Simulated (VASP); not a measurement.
Here is the system:

```
CELL_PARAMETERS angstrom
      0.00000     2.29997     2.29997
      2.29997     0.00000     2.29997
      2.29997     2.29997     0.00000
ATOMIC_POSITIONS crystal
  Li 0.25000 0.25000 0.25000
  Li 0.75000 0.75000 0.75000
  O  0.00000 0.00000 0.00000
```

Computed with optB88-vdW, VASP's PBE PAW potentials (set 64) (plane waves; VASP). Numerical set-up: 520 eV cut-off, Gaussian smearing of 0.050 eV, potentials Li_sv O.

Problem. What does the run give for the band gap (along the path) with the smallest direct gap where there is one?

Solution. 
The band gap (along the path) is 5.17 eV and the smallest direct gap (along the path) comes out as 5.56 eV.

The compound is Li2O in the antifluorite structure. It was relaxed first.
